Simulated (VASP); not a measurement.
Method: G0W0 on PBE orbitals, VASP's PBE PAW potentials (set 64) (plane waves; VASP 6.6.1).

A VASP calculation is set up with these files.

**KPOINTS**
```
Automatic mesh
0
gamma
  6 6 6
```

INCAR:
```
SYSTEM  =  NaF
PREC  =  Normal; ENCUT  =  500; LREAL  =  .FALSE.
LASPH  =  .TRUE.; NBANDS  =  128
ALGO  =  EVGW0
ISMEAR  =  0; SIGMA  =  0.01
GGA  =  PE
LWAVE  =  .TRUE.; LCHARG  =  .FALSE.
ENCUTGW  =  180; NELMGW  =  1; NOMEGA  =  64
NBANDSGW  =  18; LSPECTRALGW  =  .TRUE.
```

**POSCAR**
```
NaF
4.630
  0.0000000000   0.5000000000   0.5000000000
  0.5000000000   0.0000000000   0.5000000000
  0.5000000000   0.5000000000   0.0000000000
Na F
1 1
Direct
  0.0000000000   0.0000000000   0.0000000000
  0.5000000000   0.5000000000   0.5000000000
```

POTCAR, in this order: Na_sv_GW F_GW_new (PBE.64 set). Program: vasp_std. Read from the step before: W*.

Output of the run:

OSZICAR:
```
energies w=
    0.000    0.000    1.187    0.000    2.371    0.000    3.550    0.000
    4.722    0.000    5.885    0.000    7.037    0.000    8.176    0.000
    9.301    0.000   10.413    0.000   11.509    0.000   12.591    0.000
   13.659    0.000   14.712    0.000   15.752    0.000   16.780    0.000
   17.797    0.000   18.805    0.000   19.804    0.000   20.796    0.000
   21.784    0.000   22.769    0.000   23.752    0.000   24.737    0.000
   25.725    0.000   26.718    0.000   27.719    0.000   28.730    0.000
   29.755    0.000   30.795    0.000   31.855    0.000   32.937    0.000
   34.046    0.000   35.184    0.000   36.358    0.000   37.571    0.000
   38.829    0.000   40.139    0.000   41.507    0.000   42.941    0.000
   44.450    0.000   46.044    0.000   47.736    0.000   49.538    0.000
   51.467    0.000   53.542    0.000   55.785    0.000   58.224    0.000
   60.890    0.000   63.822    0.000   67.070    0.000   70.693    0.000
   74.767    0.000   79.387    0.000   84.677    0.000   90.802    0.000
   97.980    0.000  106.512    0.000  116.824    0.000  129.535    0.000
  145.586    0.000  166.475    0.000  194.748    0.000  235.100    0.000
NQ=   1    0.0000    0.0000    0.0000,
 performed        488000 updates of chi_q(r,r)
NQ=   2    0.1667    0.0000    0.0000,
 performed       1400000 updates of chi_q(r,r)
NQ=   3    0.3333    0.0000    0.0000,
 performed       2312000 updates of chi_q(r,r)
NQ=   4    0.5000    0.0000    0.0000,
 performed       2993000 updates of chi_q(r,r)
NQ=   5    0.1667    0.1667    0.0000,
 performed       3799000 updates of chi_q(r,r)
NQ=   6    0.3333    0.1667    0.0000,
 performed       5098000 updates of chi_q(r,r)
NQ=   7    0.5000    0.1667    0.0000,
 performed       6397000 updates of chi_q(r,r)
NQ=   8   -0.3333    0.1667    0.0000,
 performed       7696000 updates of chi_q(r,r)
NQ=   9   -0.1667    0.1667    0.0000,
 performed       8755000 updates of chi_q(r,r)
NQ=  10    0.3333    0.3333    0.0000,
 performed       9561000 updates of chi_q(r,r)
NQ=  11    0.5000    0.3333    0.0000,
 performed      10860000 updates of chi_q(r,r)
NQ=  12   -0.3333    0.3333    0.0000,
 performed      11919000 updates of chi_q(r,r)
NQ=  13    0.5000    0.5000    0.0000,
 performed      12545000 updates of chi_q(r,r)
NQ=  14    0.5000    0.3333    0.1667,
 performed      13853000 updates of chi_q(r,r)
NQ=  15   -0.3333    0.3333    0.1667,
 performed      15041000 updates of chi_q(r,r)
NQ=  16   -0.3333    0.5000    0.1667,
 performed      16100000 updates of chi_q(r,r)
 resolving degeneracies of screened two electron integrals
```

**OUTCAR**
```


 k-point   1 :       0.0000    0.0000    0.0000
  band No.  KS-energies  QP-energies   sigma(KS)   V_xc(KS)     V^pw_x(r,r')   Z            occupation Imag(sigma)

      1     -48.8331     -58.3413     -41.0309     -29.2501     -49.1167       0.8071       2.0000       0.4009
      2     -20.9371     -25.1140     -28.2543     -22.7032     -36.8137       0.7524       2.0000       1.0167
      3     -20.7213     -27.0311     -35.8628     -28.3964     -41.4669       0.8451       2.0000       0.1487
      4     -20.7213     -27.0311     -35.8628     -28.3964     -41.4669       0.8451       2.0000       0.1487
      5     -20.7213     -27.0311     -35.8628     -28.3964     -41.4669       0.8451       2.0000       0.1487
      6      -1.7762      -4.5953     -25.8754     -22.3330     -30.1888       0.7958       2.0000       0.1654
      7      -1.7762      -4.5953     -25.8754     -22.3330     -30.1888       0.7958       2.0000       0.1654
      8      -1.7762      -4.5953     -25.8754     -22.3330     -30.1888       0.7958       2.0000       0.1654
      9       4.5542       6.0595      -7.7392      -9.4278      -5.0803       0.8914       0.0000      -0.0720
     10      17.2181      18.7710      -5.4138      -7.1813      -2.1619       0.8786       0.0000      -0.1414
     11      17.2181      18.7710      -5.4138      -7.1813      -2.1619       0.8786       0.0000      -0.1414
     12      17.2181      18.7710      -5.4138      -7.1813      -2.1619       0.8786       0.0000      -0.1414
     13      20.1169      20.9208      -4.2878      -5.2043      -0.7117       0.8772       0.0000      -0.4406
     14      22.2587      24.2213      -6.2307      -8.4661      -2.7809       0.8780       0.0000      -0.1737
     15      22.2587      24.2213      -6.2307      -8.4661      -2.7809       0.8780       0.0000      -0.1737
     16      25.0739      27.7415      -8.4562     -11.5170      -4.5480       0.8715       0.0000      -0.4160
     17      25.0739      27.7415      -8.4562     -11.5170      -4.5480       0.8715       0.0000      -0.4160
     18      25.0739      27.7415      -8.4562     -11.5170      -4.5480       0.8715       0.0000      -0.4160

 k-point   2 :       0.1667    0.0000    0.0000
  band No.  KS-energies  QP-energies   sigma(KS)   V_xc(KS)     V^pw_x(r,r')   Z            occupation Imag(sigma)

      1     -48.8298     -58.3489     -41.0377     -29.2564     -49.1237       0.8080       2.0000       0.4001
      2     -21.2313     -26.2606     -31.0120     -24.6425     -38.3641       0.7896       2.0000       0.6807
      3     -20.7246     -27.0296     -35.8549     -28.3899     -41.4580       0.8446       2.0000       0.1477
      4     -20.7246     -27.0296     -35.8549     -28.3899     -41.4580       0.8446       2.0000       0.1477
      5     -20.3958     -25.7013     -33.1428     -26.5033     -39.9499       0.7991       2.0000       0.4794
      6      -2.2604      -5.1471     -24.7242     -21.0853     -28.8797       0.7933       2.0000       0.1695
      7      -1.8426      -4.6792     -25.7666     -22.2014     -30.0773       0.7957       2.0000       0.1664
      8      -1.8426      -4.6792     -25.7666     -22.2014     -30.0773       0.7957       2.0000       0.1664
      9       5.4804       7.0755      -8.6249     -10.4260      -6.0643       0.8856       0.0000      -0.0731
     10      14.7541      16.2142      -5.7995      -7.4697      -2.6265       0.8742       0.0000      -0.1357
     11      17.6232      19.2401      -5.7221      -7.5706      -2.4312       0.8748       0.0000      -0.1549
     12      17.6232      19.2401      -5.7221      -7.5706      -2.4312       0.8748       0.0000      -0.1549
     13      21.4270      23.4428      -6.5995      -8.9014      -3.1369       0.8757       0.0000      -0.1944
     14      21.4270      23.4428      -6.5995      -8.9014      -3.1369       0.8757       0.0000      -0.1944
     15      22.5411      24.0976      -5.8982      -7.6461      -2.2303       0.8905       0.0000      -0.4979
     16      25.6414      27.7644      -6.4206      -8.7877      -2.6874       0.8969       0.0000      -0.4691
     17      26.2420      28.9602      -8.4457     -11.5370      -4.4692       0.8793       0.0000      -0.4620
     18      26.2420      28.9602      -8.4457     -11.5370      -4.4692       0.8793       0.0000      -0.4620

 k-point   3 :       0.3333    0.0000    0.0000
  band No.  KS-energies  QP-energies   sigma(KS)   V_xc(KS)     V^pw_x(r,r')   Z            occupation Imag(sigma)

      1     -48.8231     -58.3667     -41.0509     -29.2691     -49.1377       0.8100       2.0000       0.3985
      2     -21.4902     -26.6720     -31.3919     -24.8397     -38.4962       0.7908       2.0000       0.6194
      3     -20.7305     -27.0371     -35.8416     -28.3770     -41.4429       0.8449       2.0000       0.1459
      4     -20.7305     -27.0371     -35.8416     -28.3770     -41.4429       0.8449       2.0000       0.1459
      5     -20.0702     -25.1835     -32.8399     -26.4019     -39.8894       0.7942       2.0000       0.5276
      6      -3.0347      -6.0882     -23.4464     -19.6112     -27.4993       0.7961       2.0000       0.1835
      7      -1.9685      -4.8385     -25.5586     -21.9481     -29.8634       0.7949       2.0000       0.1685
      8      -1.9685      -4.8385     -25.5586     -21.9481     -29.8634       0.7949       2.0000       0.1685
      9       7.4659       9.1894      -8.9153     -10.8759      -6.2823       0.8791       0.0000      -0.0832
     10      12.2430      13.9528      -7.5794      -9.5441      -4.5856       0.8703       0.0000      -0.1169
     11      18.2589      20.0901      -6.4950      -8.5890      -3.1674       0.8745       0.0000      -0.1697
     12      18.2589      20.0901      -6.4950      -8.5890      -3.1674       0.8745       0.0000      -0.1697
     13      20.9411      22.9108      -6.9115      -9.1727      -3.3394       0.8711       0.0000      -0.2588
     14      20.9411      22.9108      -6.9115      -9.1727      -3.3394       0.8711       0.0000      -0.2588
     15      22.3653      24.3601      -6.5906      -8.8437      -2.8664       0.8854       0.0000      -0.4035
     16      26.4408      28.5517      -6.4164      -8.7111      -2.7187       0.9198       0.0000      -0.6306
     17      27.9063      30.6414      -8.1829     -11.2773      -4.1975       0.8839       0.0000      -0.4996
     18      27.9063      30.6414      -8.1829     -11.2773      -4.1975       0.8839       0.0000      -0.4996

 k-point   4 :       0.5000    0.0000    0.0000
  band No.  KS-energies  QP-energies   sigma(KS)   V_xc(KS)     V^pw_x(r,r')   Z            occupation Imag(sigma)

      1     -48.8199     -58.3732     -41.0577     -29.2754     -49.1448       0.8108       2.0000       0.3978
      2     -21.5835     -26.8085     -31.4598     -24.8619     -38.5023       0.7919       2.0000       0.6050
      3     -20.7336     -27.0391     -35.8340     -28.3706     -41.4344       0.8449       2.0000       0.1449
      4     -20.7336     -27.0391     -35.8340     -28.3706     -41.4344       0.8449       2.0000       0.1449
      5     -19.9452     -25.0123     -32.8094     -26.4304     -39.9200       0.7943       2.0000       0.5359
      6      -3.3653      -6.4762     -23.0225     -19.0981     -27.0641       0.7927       2.0000       0.1919
      7      -2.0324      -4.9124     -25.4583     -21.8276     -29.7609       0.7932       2.0000       0.1696
      8      -2.0324      -4.9124     -25.4583     -21.8276     -29.7609       0.7932       2.0000       0.1696
      9       9.0248      10.5643      -7.1345      -8.8735      -4.2897       0.8853       0.0000      -0.0911
     10      10.7293      12.8266     -10.2937     -12.7368      -7.5064       0.8585       0.0000      -0.1107
     11      18.3767      20.3289      -6.8488      -9.0782      -3.5415       0.8757       0.0000      -0.1620
     12      18.3767      20.3289      -6.8488      -9.0782      -3.5415       0.8757       0.0000      -0.1620
     13      21.1619      23.1305      -7.2858      -9.5579      -3.5642       0.8664       0.0000      -0.3361
     14      21.1619      23.1305      -7.2858      -9.5579      -3.5642       0.8664       0.0000      -0.3361
     15      22.0481      23.9523      -6.1375      -8.2844      -2.4290       0.8869       0.0000      -0.3798
     16      25.3395      27.4832      -6.6160      -8.9434      -2.9779       0.9211       0.0000      -0.5695
     17      29.8261      32.2973      -6.8807      -9.6554      -3.1877       0.8906       0.0000      -0.4144
     18      29.8261      32.2973      -6.8807      -9.6554      -3.1877       0.8906       0.0000      -0.4144

 k-point   5 :       0.1667    0.1667    0.0000
  band No.  KS-energies  QP-energies   sigma(KS)   V_xc(KS)     V^pw_x(r,r')   Z            occupation Imag(sigma)

      1     -48.8288     -58.3548     -41.0398     -29.2584     -49.1260       0.8086       2.0000       0.3999
      2     -21.2240     -26.2676     -31.0675     -24.6865     -38.4002       0.7904       2.0000       0.6736
      3     -20.7348     -27.0308     -35.8321     -28.3657     -41.4329       0.8432       2.0000       0.1497
      4     -20.7348     -27.0308     -35.8321     -28.3657     -41.4329       0.8432       2.0000       0.1497
      5     -20.3832     -25.6727     -33.1196     -26.4960     -39.9476       0.7986       2.0000       0.4813
      6      -2.3160      -5.2106     -24.5866     -20.9359     -28.7296       0.7929       2.0000       0.1705
      7      -1.8875      -4.7349     -25.7069     -22.1265     -30.0118       0.7953       2.0000       0.1668
      8      -1.8875      -4.7349     -25.7069     -22.1265     -30.0118       0.7953       2.0000       0.1668
      9       5.7647       7.3915      -8.8189     -10.6621      -6.2668       0.8826       0.0000      -0.0741
     10      14.5492      15.8437      -5.0103      -6.4816      -1.8542       0.8798       0.0000      -0.1281
     11      17.4478      19.2064      -6.4697      -8.4902      -3.1460       0.8704       0.0000      -0.1671
     12      17.4478      19.2064      -6.4697      -8.4902      -3.1460       0.8704       0.0000      -0.1671
     13      19.4684      21.5133      -6.9547      -9.2914      -3.5394       0.8751       0.0000      -0.1842
     14      22.9735      24.9636      -6.2714      -8.5395      -2.7835       0.8774       0.0000      -0.1892
     15      24.3373      25.5693      -4.5801      -5.9146      -1.0221       0.9232       0.0000      -0.5980
     16      25.3916      28.1752      -8.7843     -11.9381      -4.7777       0.8826       0.0000      -0.4779
     17      26.2929      28.8088      -7.6395     -10.5018      -3.7752       0.8790       0.0000      -0.4263
...
```
(Selected blocks of OUTCAR.)

The mesh is coarse and the basis finite, so the quasiparticle values are not converged.

The compound is NaF in the rock salt structure. The cell was not relaxed at this level.
